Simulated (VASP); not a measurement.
An input for Ansatz (written as the equivalent of a VASP run, and not itself run):

Ansatz 0.2 input:
```yaml
crystal:
  lattice:
    - [3.5633796, 0.0000000, 0.0000000]
    - [-1.7816898, 3.0859773, 0.0000000]
    - [0.0000000, 0.0000000, 3.1641293]
  atoms:
    - { symbol: Ga, position: [0.0000000, 0.0000000, 0.0000000] }
    - { symbol: P, position: [0.6666670, 0.3333330, 0.5000000] }
kpoints:
  mp_grid: { grid: [11, 11, 10] }
hamiltonian:
  xc: r2scan
  pseudopotentials: { kind: paw }
scf:
  occupations: { method: methfessel_paxton, width: 0.1 }
  max_iter: 100
relax:
  max_steps: 60
  f_tol: 0.01
  cell: {}
output: { forces: true, stress: true, eigenvalues: true }
```

Q: Write the VASP files for the same calculation (r2SCAN).

A: This is not unique; one that fits is 
**INCAR**
```
ALGO=Normal
EDIFF=1E-6
EDIFFG=-0.01
ENCUT=400
IBRION=2
ISIF=3
ISMEAR=1
LASPH=.TRUE.
LCHARG=.FALSE.
LMAXMIX=4
LMIXTAU=.TRUE.
LREAL=.FALSE.
LWAVE=.FALSE.
METAGGA=R2SCAN
NELM=100
NSW=60
PREC=Accurate
SIGMA=0.1
SYSTEM=GaP
```

### KPOINTS
```
K-points
0
Gamma
  11 11 10
0 0 0
```

POSCAR:
```
GaP
1
    3.5633796147     0.0000000000    -0.0000000000
   -1.7816898074     3.0859772724     0.0000000000
    0.0000000000     0.0000000000     3.1641293342
Ga P
1 1
Direct
  0.0000000000   0.0000000000   0.0000000000
  0.6666670000   0.3333330000   0.5000000000
```

POTCAR, in this order: Ga_d P (PBE.64 set). Program: vasp_std.

The two are equivalent in intent, not identical: each code has its own PAW files, so the cut-off isn't converted (ENCUT is set for VASP's; basis.ecutwfc is left out, and Ansatz then takes the one that its files recommend); Ansatz stops its SCF on the density residual and VASP on the energy change (EDIFF).

The structure was generated: GaP was put into the WC type (P-6m2), which need not be its known phase. This run relaxes it. Symmetry was kept, so distortions that lower it aren't found. The start is the result of an earlier pass.
